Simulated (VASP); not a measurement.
Computed with optB88-vdW, VASP's PBE PAW potentials (set 64) (plane waves; VASP).

The input files of a VASP run:

### POSCAR
```
MgI2
1
    2.0465774210    -3.5447756493     0.0000000000
    2.0465774210     3.5447756493     0.0000000000
    0.0000000000     0.0000000000     6.7501968398
Mg I
1 2
Direct
  0.0000000000   0.0000000000   0.0000000000
  0.3333330000   0.6666670000   0.2430280025
  0.6666670000   0.3333330000   0.7569719975
```

INCAR:
```
SYSTEM = MgI2
PREC = Accurate; ENCUT = 520; LREAL = F
LASPH = T
EDIFF = 1E-7; NELM = 100; ALGO = Normal
LMAXMIX = 4
ISMEAR = 0; SIGMA = 0.05
GGA = BO; LUSE_VDW = T; AGGAC = 0.0
PARAM1 = 0.1833333333; PARAM2 = 0.22
IBRION = 2; NSW = 30; ISIF = 4
EDIFFG = -0.01
LWAVE = F; LCHARG = F
```

KPOINTS:
```
Automatic
0
gamma
 6 6 4
```

POTCAR, in this order: Mg I (PBE.64 set). Program: vasp_std.

Question: Predict the energy per atom (σ→0).

Answer: 
```yaml
energy per atom (σ→0): -824 meV/atom
```

OSZICAR:
```
...
DAV:   2    -0.247285157859E+01    0.14695E-02   -0.40918E-03   656   0.480E-01    0.118E-01
DAV:   3    -0.247206123408E+01    0.79034E-03   -0.93766E-04   708   0.193E-01    0.542E-02
DAV:   4    -0.247196464574E+01    0.96588E-04   -0.37497E-04   700   0.118E-01    0.123E-02
DAV:   5    -0.247196827852E+01   -0.36328E-05   -0.23765E-05   636   0.316E-02    0.107E-02
DAV:   6    -0.247196873648E+01   -0.45797E-06   -0.13856E-06   672   0.910E-03    0.486E-03
DAV:   7    -0.247196899308E+01   -0.25660E-06   -0.51441E-07   620   0.625E-03    0.607E-04
DAV:   8    -0.247196899078E+01    0.22977E-08   -0.19062E-08   340   0.113E-03
   5 F= -.24719690E+01 E0= -.24719690E+01  d E =-.211485E-02
```

The compound is MgI2 in the 1T layered structure. This cell is one point of a volume scan, at 0.94 of the reference volume. Symmetry was kept, so distortions that lower it aren't found.
